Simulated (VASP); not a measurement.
An input for Quantum ESPRESSO's pw.x (written as the equivalent of a VASP run, and not itself run):

```
&CONTROL
  calculation = 'scf'
  pseudo_dir = './pseudo'
  outdir = './out'
  tprnfor = .true.
  tstress = .true.
/
&SYSTEM
  ibrav = 0
  nat = 8
  ntyp = 3
  ecutwfc = 102
  occupations = 'tetrahedra'
  input_dft = 'pbesol'
/
&ELECTRONS
  conv_thr = 7.3e-09
  electron_maxstep = 100
/
ATOMIC_SPECIES
  Cd 112.414 Cd.upf
  Te 127.600 Te.upf
  S 32.060 S.upf
CELL_PARAMETERS angstrom
     6.1689626    0.0000000    0.0000000
     0.0000000    6.1689626    0.0000000
     0.0000000    0.0000000    6.1298043
ATOMIC_POSITIONS crystal
  Cd   0.0000000  0.0000000  0.9705466
  Cd   0.5000000  0.5000000  0.9705466
  Cd   0.5000000  0.0000000  0.5294534
  Cd   0.0000000  0.5000000  0.5294534
  Te   0.2500000  0.2500000  0.2500000
  Te   0.7500000  0.7500000  0.2500000
  S    0.7500000  0.2500000  0.7500000
  S    0.2500000  0.7500000  0.7500000
K_POINTS automatic
  4 4 4 0 0 0
```

Q: Write the VASP files for the same calculation (PBEsol).

A: This is not unique; one that fits is 
### POSCAR
```
Cd4S2Te2
1
    6.1689626459     0.0000000000     0.0000000000
    0.0000000000     6.1689626459     0.0000000000
    0.0000000000     0.0000000000     6.1298043450
Cd Te S
4 2 2
Direct
  0.0000000000   0.0000000000   0.9705466297
  0.5000000000   0.5000000000   0.9705466297
  0.5000000000   0.0000000000   0.5294533703
  0.0000000000   0.5000000000   0.5294533703
  0.2500000000   0.2500000000   0.2500000000
  0.7500000000   0.7500000000   0.2500000000
  0.7500000000   0.2500000000   0.7500000000
  0.2500000000   0.7500000000   0.7500000000
```

**INCAR**
```
! general
SYSTEM  = Cd4S2Te2
PREC    = Accurate
ENCUT   = 400
LREAL   = .FALSE.   ! projection in real space or not
LASPH   = .TRUE.   ! aspherical one-centre terms

! electronic loop
EDIFF   = 1E-7
NELM    = 100
ALGO    = Normal
LMAXMIX = 4   ! l cut-off of mixed one-centre charges

! smearing
ISMEAR  = -5   ! tetrahedra, Bloechl

! functional
GGA     = PS   ! PBEsol

! ions
ISIF    = 2

! output
LWAVE   = .FALSE.
LCHARG  = .TRUE.
LORBIT  = 11   ! lm-projected
NEDOS   = 601

! other
LEFG    = .TRUE.
```

### KPOINTS
```
Automatic mesh
0
Gamma
4 4 4
0 0 0
```

POTCAR, in this order: Cd Te S (PBE.64 set). Program: vasp_std.

The two are equivalent in intent, not identical: the potentials are each code's own (VASP's PAW set, PseudoDojo norm-conserving files in pw.x), so ENCUT and ecutwfc are chosen apart and not converted; conv_thr bounds pw.x's estimated SCF error, while EDIFF bounds the energy change between steps; the field gradients of LEFG aren't asked of the other code.

The structure was generated: Cd4S2Te2 was put into an ordered model structure (P-4m2), which need not be its known phase. It was relaxed first.
